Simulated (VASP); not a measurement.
VASP ran on this input.

File KPOINTS:
```
Automatic mesh
0
G
 9 9 9
```

### INCAR
```
ALGO = Normal
EDIFF = 1E-6
EDIFFG = -0.01
ENCUT = 480
GGA = PS
IBRION = 2
ISIF = 3
ISMEAR = 1
LASPH = .TRUE.
LCHARG = .FALSE.
LMAXMIX = 4
LREAL = .FALSE.
LWAVE = .FALSE.
NELM = 100
NSW = 60
PREC = Accurate
SIGMA = 0.1
SYSTEM = InAs
```

**POSCAR**
```
InAs
1.0
  0.0000000000   3.0459922034   3.0459922034
  3.0459922034   0.0000000000   3.0459922034
  3.0459922034   3.0459922034   0.0000000000
In As
1 1
Cartesian
  0.0000000000   0.0000000000   0.0000000000
  4.5689883051   4.5689883051   4.5689883051
```

POTCAR, in this order: In_d As (PBE.64 set). Program: vasp_std.

Q: Translate this PBEsol calculation to Ansatz.

A: One equivalent input (not run):
Ansatz 0.2 input:
```yaml
crystal:
  lattice:
    - [0.0000000, 3.0459922, 3.0459922]
    - [3.0459922, 0.0000000, 3.0459922]
    - [3.0459922, 3.0459922, 0.0000000]
  atoms:
    - { symbol: In, position: [0.0000000, 0.0000000, 0.0000000] }
    - { symbol: As, position: [0.7500000, 0.7500000, 0.7500000] }
kpoints:
  mp_grid: { grid: [9, 9, 9] }
hamiltonian:
  xc: pbesol
  pseudopotentials: { kind: paw }
scf:
  occupations: { method: methfessel_paxton, width: 0.1 }
  max_iter: 100
relax:
  max_steps: 60
  f_tol: 0.01
  cell: {}
output: { forces: true, stress: true, eigenvalues: true }
```
The two are equivalent in intent, not identical: each code has its own PAW files, so the cut-off isn't converted (ENCUT is set for VASP's; basis.ecutwfc is left out, and Ansatz then takes the one that its files recommend); Ansatz stops its SCF on the density residual and VASP on the energy change (EDIFF).

The compound is InAs in the zinc blende structure. It was relaxed first. The start is the result of an earlier pass.
